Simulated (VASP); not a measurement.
Data:

```
Li
1.0
   -1.71324     1.71324     1.71324
    1.71324    -1.71324     1.71324
    1.71324     1.71324    -1.71324
Li
1
Direct
  0.00000   0.00000   0.00000
```

All values below come from PBEsol GGA, VASP's PBE PAW potentials (set 64) (plane waves; VASP). Numerical set-up: 520 eV cut-off, 13×13×13 Γ-centred mesh, first-order Methfessel-Paxton smearing of 0.10 eV, potentials Li_sv.

Q: Predict the energy per atom (σ→0), band gap (on the k-mesh) with the smallest direct gap where there is one.

A: 
- band gap (on the k-mesh) = none (metal, semimetal or under 0.01 eV)
- energy per atom (σ→0) = -1.967 eV/atom

Total energies compare only between runs with the same potentials, cut-off and functional.

The compound is Li in the bcc structure. It was relaxed first, which changed the volume by -5 %. The start is the result of an earlier pass.
